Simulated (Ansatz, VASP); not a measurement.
# Cross-check of C (Diamond) between VASP and Ansatz

Wanted: the spread between two codes on one cell, functional and k mesh.

Main program and level: Ansatz 0.2.0; plane waves, with VASP 6.6.1 beside it; single point at LDA.

## (1) Starting point

It takes space group Fd-3m (No. 227, cubic). The conventional cell has a = 3.567 Å, b = 3.567 Å, c = 3.567 Å, α = 90.00°, β = 90.00°, γ = 90.00°. C has 4 C at 1.54 Å nearest.

## (2) Ansatz: single point, LDA

Ansatz runs on its default PAW (the set named soft_2) files.

With cell and atoms fixed, the geometry can't cause a difference; cores, projectors, grids and the points listed under the comparison can.

input.yaml reads:

```yaml
crystal:
  lattice:
    - [0.0, 1.78337, 1.78337]
    - [1.78337, 0.0, 1.78337]
    - [1.78337, 1.78337, 0.0]
  atoms:
    - { symbol: C, position: [0.75, 0.75, 0.75] }
    - { symbol: C, position: [0.5, 0.5, 0.5] }
hamiltonian:
  xc: lda
  pseudopotentials: { kind: paw }
kpoints:
  mp_grid: { grid: [12, 12, 12] }
scf:
  occupations: { method: gaussian, width: 0.01 }
  n_extra_bands: 4
output:
  forces: true
  stress: true
  eigenvalues: true
```

Run with:

```
> ansatz run input.yaml --threads 2 --pin off --max-ram 4608MiB --backend cpu --events-out ev --progress --plain --runs-dir out
```

Numbers of over 12 decimals in the logs are rounded to 6 here.

Output:

```text
scf.n_extra_bands = 4 over 4 filled bands (N_el = 8.0): the run solves 8 bands
Engine: ansatz 0.2.0, aarch64-unknown-linux-gnu
Pseudopotentials: kind: paw
Pseudopotential: C, paw, valence charge 4, recommended cutoff 420 eV (normal), C.paw.azcp
Functional definition: SPW92
  exchange = slater_x
  correlation = pw_c
Crystal: 2 atoms, lattice volume = 11.344 Å³
Basis set: ecut = 420 eV, 229 PW (Γ)
Bands: 8, of which v1, the nominal top of the filled ones, is band 4 counted from 1 (3 counted from 0)
Symmetry: 48 space group operations
Space group: Fd-3m (ITA 227), of the structure as read, at distance tolerance 2.2e-5 Å
k-points: 72 of 1728
Non-local potential: C, projectors of the file, l = 0: 2, l = 1: 2, l = 2: 1
PAW form: soft (Blöchl's): semilocal exchange-correlation on the pseudo side does not see the compensation charge
PAW frozen core: C, regenerated for the run's functional, and the local potential with it (the file was generated under x = pbe(κ = 0.804, μ = 0.219515), c = pbe(β = 0.066725))
PAW one-centre angular grid: C, 110 points (default); XC on 64 Gauss nodes
Initial density: superposition of atomic densities (neutral atoms: chi_scale 0, normalization atom), corrected by the library's trained network
Initial wavefunctions: pseudopotential atomic-orbital guess
Functional: x = slater, c = lda
SCF iter   1: F=—  HF=-485.972071 eV  |F-HF|=—  |Δ(HF+E_count)|=         —  Δρ=7.14e-3  dr2=2.00e-3  ethr=1.77e-3  ⟨swp⟩=5.1  Hψ=3762  notcnv=0
preconditioner: auto → none  [insulator: Δε(μ)=4.122 eV  Ē_g=19.480 eV  σ=0.010 eV  W_gap=1.00  n_scr=0 (ndim 8)  ℏωp=31.2 eV  f_vac=0.000  D(μ)=0.00/eV (n_scr^D=0)  ε∞_Penn≈3.6]
SCF iter   2: F=—  HF=-485.971613 eV  |F-HF|=—  |Δ(HF+E_count)|=   4.58e-4  Δρ=3.36e-3  dr2=4.43e-4  ethr=2.49e-5  ⟨swp⟩=1.3  Hψ=1185  notcnv=0
SCF iter   3: F=—  HF=-485.971491 eV  |F-HF|=—  |Δ(HF+E_count)|=   1.22e-4  Δρ=9.82e-5  dr2=9.87e-7  ethr=5.53e-6  ⟨swp⟩=2.0  Hψ=851  notcnv=0
SCF iter   4: F=—  HF=-485.971491 eV  |F-HF|=—  |Δ(HF+E_count)|=   2.15e-8  Δρ=2.68e-5  dr2=4.82e-8  ethr=1.23e-8  ⟨swp⟩=2.5  Hψ=830  notcnv=0
iter 5 did not close the SCF: its close was put off for the readings that it lacked (scf_convergence_deferred on its scf_iter line)
SCF iter   5: F=-485.971491 eV  HF=-485.971491 eV  |F-HF|=7.51e-10  |Δ(HF+E_count)|=   9.97e-9  Δρ=3.68e-6  dr2=1.19e-9  ethr=6.02e-10  ⟨swp⟩=2.3  Hψ=847  notcnv=0
SCF iter   6: F=-485.971491 eV  HF=-485.971491 eV  |F-HF|=2.27e-12  |Δ(HF+E_count)|=  5.32e-10  Δρ=6.04e-7  dr2=1.03e-11  ethr=1.49e-11  ⟨swp⟩=1.1  Hψ=1743  notcnv=0
SCF 1 converged in 6 iterations: F = -485.971491 eV  dr2 = 1.03e-11
  greatest PAW one-centre occupation: 0.636 electrons in one spin orbital (limit 2), on the C atom at site 1 (counted from 0), in its partial waves of l = 0
SCF converged after 6 iterations
Free energy (F): -485.971491 eV
Harris-Foulkes:  -485.971491 eV  (|F-HF|=2.27e-12)
Internal energy: -485.971491 eV  (E = F + TS)
E sigma→0 (E₀):  -485.971491 eV
Fermi energy:    15.125575 eV
--- Per-component energies (eV) ---
  E_band       = 33.223400
  E_kinetic    = 184.432706
  E_local      = -124.333468  (includes V_loc(G=0)·N_el)
  E_nonlocal   = 55.376381
  E_hartree    = 26.558086
  E_xc         = -96.666137
  E_vxc        = -120.324552  (∫ρ·V_xc dr)
  E_paw        = -183.503383  (= ΣΔE_a)
  E_vpaw       = -15.043850  (= ΣTr[D̂ρ^β])
  E_aug_tail   = 0.000021  (compensation charges beyond the density's cutoff)
  E_ewald      = -347.961363
  E_core_change = 0.125665  (= ΣΔE_core)
  E_smearing   = -0.000000  (= −TS)
  E_closure    = 0.000000  (closes the sum)
  Σ components = -485.971491   (vs F -485.971491, Δ=0.00e0)
--- Forces (eV/Å), atoms counted from 1 ---
  atom   1  C     -0.00000000     0.00000000     0.00000000
  atom   2  C      0.00000000     0.00000000     0.00000000
  max |Σ_I F_I| component: 1.70e-16 eV/Å
--- Stress (GPa, compression-positive) ---
      -13.091871       0.000000       0.000000
       -0.000000     -13.091871       0.000000
       -0.000000      -0.000000     -13.091871
  P = ⅓ Tr σ = -13.0919 GPa (-130.919 kbar)
--- Band table (eV; the first three rows and the last of 72) ---
  k-point 0: bands = ["-8.2653", "13.0621", "13.0621", "13.0621", "18.6015", "18.6015", "18.6015", "26.5597"]
  k-point 1: bands = ["-8.0732", "11.8471", "12.7385", "12.7385", "19.0222", "19.0222", "19.3203", "26.6933"]
  k-point 2: bands = ["-7.4993", "9.3389", "12.0375", "12.0375", "19.9343", "19.9343", "20.4363", "27.0760"]
  k-point 71: bands = ["1.2757", "1.2757", "4.6972", "4.6972", "23.5067", "23.5067", "25.3743", "25.3743"]
```

It took 0.36 s on 2 threads of Arm Neoverse V2, shared host; peak memory 0.23 GiB; 0.57 s of CPU time.

The run ends at a pressure of -13.09 GPa.

## (3) VASP: single point, LDA

The same cell, functional (in two slightly different forms), mesh and smearing now go to VASP, with its own data sets and cutoff.

Lines of VASP's logs that name or quote its potential files are left out, and so is its time.

INCAR reads:

```
SYSTEM = C
PREC = Accurate
ENCUT = 440
EDIFF = 1E-08
NELM = 100
ISMEAR = 0
SIGMA = 0.01
LREAL = .FALSE.
ALGO = Normal
GGA = CA
NBANDS = 10
LORBIT = 11
LWAVE = .TRUE.
LCHARG = .FALSE.
KPAR = 8
```

POSCAR reads:

```
C
1.0
    0.0000000000      1.7833700000      1.7833700000
    1.7833700000      0.0000000000      1.7833700000
    1.7833700000      1.7833700000      0.0000000000
C
2
Direct
    0.7500000000      0.7500000000      0.7500000000
    0.5000000000      0.5000000000      0.5000000000
```

KPOINTS reads:

```
Automatic mesh
0
Gamma
12 12 12
0 0 0
```

PAW data sets: C_GW (LDA family, release 64).

Run with:

```
> mpirun -np 8 vasp_std
```

Output:

```text
[banner, memory and clock lines left out]
running    8 mpi-ranks, on    1 nodes
 distrk:  each k-point on    1 cores,    8 groups
 distr:  one band on    1 cores,    1 groups

 POSCAR found type information on POSCAR C
 POSCAR found :  1 types and       2 ions
|                                                                             |
|           W    W    AA    RRRRR   N    N  II  N    N   GGGG   !!!           |
|           W    W   A  A   R    R  NN   N  II  NN   N  G    G  !!!           |
|           W    W  A    A  R    R  N N  N  II  N N  N  G       !!!           |
|           W WW W  AAAAAA  RRRRR   N  N N  II  N  N N  G  GGG   !            |
|           WW  WW  A    A  R   R   N   NN  II  N   NN  G    G                |
|           W    W  A    A  R    R  N    N  II  N    N   GGGG   !!!           |
|                                                                             |
|     For optimal performance we recommend to set                             |
|       NCORE = 2 up to number-of-cores-per-socket                            |
|     NCORE specifies how many cores store one orbital (NPAR=cpu/NCORE).      |
|     This setting can greatly improve the performance of VASP for DFT.       |
|     The default, NCORE=1 might be grossly inefficient on modern             |
|     multi-core architectures or massively parallel machines. Do your        |
|     Unfortunately you need to use the default for GW and RPA                |
|     calculations (for HF NCORE is supported but not extensively tested      |
|     yet).                                                                   |
|                                                                             |

 LDA part: xc-table for (Slater(with rela. corr.)+CA(PZ))
 , standard interpolation
 POSCAR, INCAR and KPOINTS ok, starting setup
 FFT: planning ... GRIDC
 FFT: planning ... GRID_SOFT
 FFT: planning ... GRID
 WAVECAR not read
 entering main loop
       N       E                     dE             d eps       ncg     rms          rms(c)
DAV:   1     0.933569527070E+01    0.93357E+01   -0.43461E+03  1488   0.684E+02
DAV:   2    -0.205717019031E+02   -0.29907E+02   -0.28616E+02  1876   0.192E+02
DAV:   3    -0.210458947259E+02   -0.47419E+00   -0.47261E+00  1774   0.190E+01
DAV:   4    -0.210472573050E+02   -0.13626E-02   -0.13624E-02  1710   0.112E+00
DAV:   5    -0.210472622281E+02   -0.49231E-05   -0.49231E-05  1716   0.621E-02    0.491E+00
DAV:   6    -0.204417577051E+02    0.60550E+00   -0.33739E-01  1970   0.530E+00    0.263E+00
DAV:   7    -0.202267936451E+02    0.21496E+00   -0.38240E-01  2060   0.538E+00    0.359E-01
DAV:   8    -0.202261148532E+02    0.67879E-03   -0.56563E-03  1582   0.917E-01    0.295E-02
DAV:   9    -0.202261220832E+02   -0.72300E-05   -0.20667E-05  1704   0.463E-02    0.139E-02
DAV:  10    -0.202261238214E+02   -0.17382E-05   -0.11571E-06  1682   0.106E-02    0.151E-03
DAV:  11    -0.202261238286E+02   -0.72034E-08   -0.13237E-08  1906   0.162E-03
   1 F= -.20226124E+02 E0= -.20226124E+02  d E =-.233154E-13
 writing wavefunctions
```

From OUTCAR (step 3):

```text
ion  position               nearest neighbor table
   1  0.750  0.750  0.750-   2 1.54   2 1.54   2 1.54   2 1.54
   2  0.500  0.500  0.500-   1 1.54   1 1.54   1 1.54   1 1.54

  LATTYP: Found a face centered cubic cell.
 ALAT       =     3.5667400000

 Subroutine GETGRP returns: Found 48 space group operations
 (whereof 24 operations were pure point group operations)

The static configuration has the point symmetry T_d .
 The point group associated with its full space group is O_h .

 Found     72 irreducible k-points:

   k-points           NKPTS =     72   k-points in BZ     NKDIM =     72   number of bands    NBANDS=     10

   dimension x,y,z NGX =    18 NGY =   18 NGZ =   18
   dimension x,y,z NGXF=    36 NGYF=   36 NGZF=   36

   ENCUT  =  440.0 eV  32.34 Ry    5.69 a.u.   4.31  4.31  4.31*2*pi/ulx,y,z

   NELECT =       8.0000    total number of electrons

 k-points in reciprocal lattice and weights: Automatic mesh
   0.00000000  0.00000000  0.00000000       0.001
   0.08333333  0.00000000  0.00000000       0.005
   0.16666667  0.00000000  0.00000000       0.005
   0.25000000  0.00000000  0.00000000       0.005
   0.33333333  0.00000000  0.00000000       0.005
   0.41666667  0.00000000  0.00000000       0.005
   0.50000000  0.00000000  0.00000000       0.002
   0.08333333  0.08333333  0.00000000       0.003
   0.16666667  0.08333333  0.00000000       0.014
[...]
-0.33333333  0.50000000  0.16666667       0.007
  -0.25000000  0.50000000  0.25000000       0.003

 average (electrostatic) potential at core
       1 -49.4965       2 -49.4965

 E-fermi :   9.8032

 k-point     1 :       0.0000    0.0000    0.0000
  band No.  band energies     occupation
      1     -11.5541      2.00000
      2       9.7586      2.00000
      3       9.7586      2.00000
      4       9.7586      2.00000
      5      15.3053      0.00000
      6      15.3053      0.00000
      7      15.3053      0.00000
      8      23.3127      0.00000
      9      28.7666      0.00000
    ...

 k-point     2 :       0.0833    0.0000    0.0000
  band No.  band energies     occupation
      1     -11.3622      2.00000
      2       8.5502      2.00000
      3       9.4374      2.00000
      4       9.4374      2.00000
      5      15.7258      0.00000
      6      15.7258      0.00000
      7      16.0233      0.00000
      8      23.4448      0.00000
      9      29.0768      0.00000
    ...

 k-point     3 :       0.1667    0.0000    0.0000
  band No.  band energies     occupation
      1     -10.7879      2.00000
      2       6.0509      2.00000
      3       8.7428      2.00000
      4       8.7428      2.00000
      5      16.6393      0.00000
      6      16.6393      0.00000
      7      17.1453      0.00000
      8      23.8220      0.00000
      9      29.7264      0.00000
    ...

  Total       -1.2936075     -1.2936075     -1.2936075     -0.0000000      0.0000000     -0.0000000
  in kB     -182.7084891   -182.7084891   -182.7084891     -0.0000000      0.0000000     -0.0000000
  external PRESSURE =    -182.7084891 kB  Pullay stress =       0.0000000 kB

  energy-cutoff  :      440.00
  volume of cell :       11.34
      direct lattice vectors                 reciprocal lattice vectors
     0.000000000  1.783370000  1.783370000    -0.280368067  0.280368067  0.280368067
     1.783370000  0.000000000  1.783370000     0.280368067 -0.280368067  0.280368067
     1.783370000  1.783370000  0.000000000     0.280368067  0.280368067 -0.280368067

 POSITION                                       TOTAL-FORCE (eV/Angst)
 -----------------------------------------------------------------------------------
      2.67505      2.67505      2.67505         0.000000      0.000000      0.000000
      1.78337      1.78337      1.78337        -0.000000     -0.000000     -0.000000
 -----------------------------------------------------------------------------------
    total drift:                                0.000000     -0.000000      0.000000

  FREE ENERGIE OF THE ION-ELECTRON SYSTEM (eV)
  ---------------------------------------------------
  free  energy   TOTEN  =       -20.2261238286 eV

  energy  without entropy=      -20.2261238286  energy(sigma->0) =      -20.22612383

 total charge
# of ion       s       p       d       tot
------------------------------------------
    1        0.791   1.719   0.000   2.510
    2        0.791   1.719   0.000   2.510
--------------------------------------------------
tot          1.582   3.438   0.000   5.020

[... 3 further parts left out ...]
```

The run ends at a pressure of -18.27 GPa.

## (4) Comparison

Known differences besides the potentials themselves: the two LDA forms differ slightly; the cutoff is 420 eV in Ansatz and 440 eV in VASP; VASP's log shows a relativistic correction to its local exchange, Ansatz's none. Total energies have different zeros and are not compared.

Compared:

```tsv
quantity	Ansatz	VASP	difference
gap on the k mesh (eV)	4.127	4.127	0.000
```

Not compared: the pressure (VASP's GW data sets at this cutoff don't carry it). A gap on the mesh is an upper bound, since the band edges may lie between its points.

## (5) Other set-ups

Further runs change the set-up of one program: Ansatz's method, potentials or start, or VASP's data sets, cutoff or form of LDA. The table gives Ansatz less VASP for each quantity, since a change that brings one quantity closer may part another.

```tsv
run	gap on the k mesh (eV)
as above	-1.7e-4
cores kept as stored	-0.0020
Ansatz's larger PAW set (cutoff 800 eV)	0.0012
norm-conserving potentials (cutoff 1116 eV)	0.034
```

## (6) Results

| Quantity | Value |
| --- | --- |
| difference in gap on the k mesh (single point, LDA) | -1.7e-4 eV |

What this shows: The difference in gap on the k mesh is -1.7e-4 eV (single point, LDA), within the 0.08 eV picked in this series as the mark of a large difference. Single point, LDA, cores kept as stored: the difference in gap on the k mesh goes from -1.7e-4 to -0.0020 eV. Single point, LDA, Ansatz's larger PAW set (cutoff 800 eV): the difference in gap on the k mesh goes from -1.7e-4 to 0.0012 eV. Single point, LDA, norm-conserving potentials (cutoff 1116 eV): the difference in gap on the k mesh goes from -1.7e-4 to 0.034 eV. Such differences can come from data sets, numerical settings and the points named under the comparisons, not from the functional's error against experiment.

[Lines on the potential files, build, host, timing and source positions are cut from VASP's logs without a mark.]

[Logs are printed without paths, hosts, clocks, repeated set-up lines and the standing remarks that a program may print on its own settings, such as how far it seeks lower states.]

[Hosts, paths, dates, database ids (printed as entryN), source tags and the programs' standing remarks are cut or masked in the printed files.]
